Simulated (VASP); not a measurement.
Input:

```yaml
crystal:
  lattice:
    - [4.20141, 0.00000, 0.00000]
    - [0.00000, 4.20141, 0.00000]
    - [0.00000, 0.00000, 2.68681]
  atoms:
    - { symbol: Si, position: [0.00000, 0.00000, 0.00000] }
    - { symbol: Si, position: [0.50000, 0.50000, 0.50000] }
    - { symbol: O, position: [0.30605, 0.30605, 0.00000] }
    - { symbol: O, position: [0.80605, 0.19395, 0.50000] }
    - { symbol: O, position: [0.19395, 0.80605, 0.50000] }
    - { symbol: O, position: [0.69395, 0.69395, 0.00000] }
```

Level of theory: PBE GGA with D3 dispersion (Becke-Johnson damping), VASP's PBE PAW potentials (set 64) (plane waves; VASP). Settings: 520 eV cut-off, 6×6×9 Γ-centred mesh, tetrahedra with Blöchl corrections, potentials Si O.

Problem. Estimate the energy per atom (σ→0), band gap (on the k-mesh) with the smallest direct gap where there is one.

Solution. 
| Property | Value |
|---|---|
| band gap (on the k-mesh) | 5.27 eV |
| smallest direct gap (on the k-mesh) | 5.27 eV |
| energy per atom (σ→0) | -7.953 eV/atom |

The absolute energy has meaning only against runs of the same code, potentials and settings.

The compound is SiO2 in the rutile structure, stishovite, a high-pressure form. It was relaxed first.
